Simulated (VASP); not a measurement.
MgSnO2, 4 atoms in the cell. The structure is trigonal, space group P-3m1 (No. 164). The conventional cell has a = 4.178 Å, b = 4.178 Å, c = 4.481 Å, α = 90.00°, β = 90.00°, γ = 120.00°. Mg (site symmetry -3m) is surrounded by 2 Sn at 2.24 Å and 6 O at 2.47 Å. Sn (site symmetry -3m) has 2 Mg at 2.24 Å as nearest neighbours. Around O (site symmetry 3m) lie 3 Mg at 2.47 Å and 3 O at 2.65 Å. The cell was built by a generator and needn't be a form met in nature.

```yaml
Program: VASP 6.6.1
Task: relaxation of cell and atoms
Functional: PBE
Potentials_or_basis: VASP PAW PBE potentials, release 64 (Mg, Sn_d, O)
Cutoff: 520 eV
k_mesh: 4 × 4 × 4
Occupations: gaussian, width 0.15 eV
Spin: no spin polarisation
Further_INCAR_settings: PREC = Normal; ALGO = Fast; EDIFF = 0.0001; IBRION = 2; EDIFFG = -0.08; NSW = 24; ISIF = 3
```

Potentials or basis: VASP PAW PBE potentials, release 64 (Mg, Sn_d, O).

The run is started by

```console
$ cat potpaw_PBE.64/Mg/POTCAR potpaw_PBE.64/Sn_d/POTCAR potpaw_PBE.64/O/POTCAR > POTCAR
$ mpirun -np 1 vasp_std > vasp.out
```

Hardware: 1 thread of Intel(R) Xeon(R) Platinum 8488C (Sapphire Rapids) (shared host).

Problem. Estimate the wall time of this run.

Solution. Wall time 56 s on 1 thread of Intel(R) Xeon(R) Platinum 8488C (Sapphire Rapids) (shared host), peak memory 0.15 GiB. Counts: scf iterations 94, k points 13, ion steps 11.
